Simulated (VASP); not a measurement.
```yaml
crystal:
  lattice:
    - [0.00000, 2.99781, 2.99781]
    - [2.99781, 0.00000, 2.99781]
    - [2.99781, 2.99781, 0.00000]
  atoms:
    - { symbol: Ga, position: [0.00000, 0.00000, 0.00000] }
    - { symbol: Sb, position: [0.25000, 0.25000, 0.25000] }
```

Computed with SCAN meta-GGA, VASP's PBE PAW potentials (set 64) (plane waves; VASP). Numerical set-up: 520 eV cut-off, 10×10×10 Γ-centred mesh, first-order Methfessel-Paxton smearing of 0.10 eV, potentials Ga_d Sb.

Unless said otherwise, spin-orbit coupling is left out, though it shifts the bands of the heavy elements here.

Predict the energy per atom (σ→0), pressure, band gap (on the k-mesh) with the smallest direct gap where there is one.

```yaml
band gap (on the k-mesh): 0.46 eV
smallest direct gap (on the k-mesh): 0.46 eV
energy per atom (σ→0): -26.944 eV/atom
pressure: 38.7 kbar
```

Only differences to runs with the same potentials and settings are physical.

The compound is GaSb in the zinc blende structure. This cell is one point of a volume scan, at 0.94 of the reference volume.
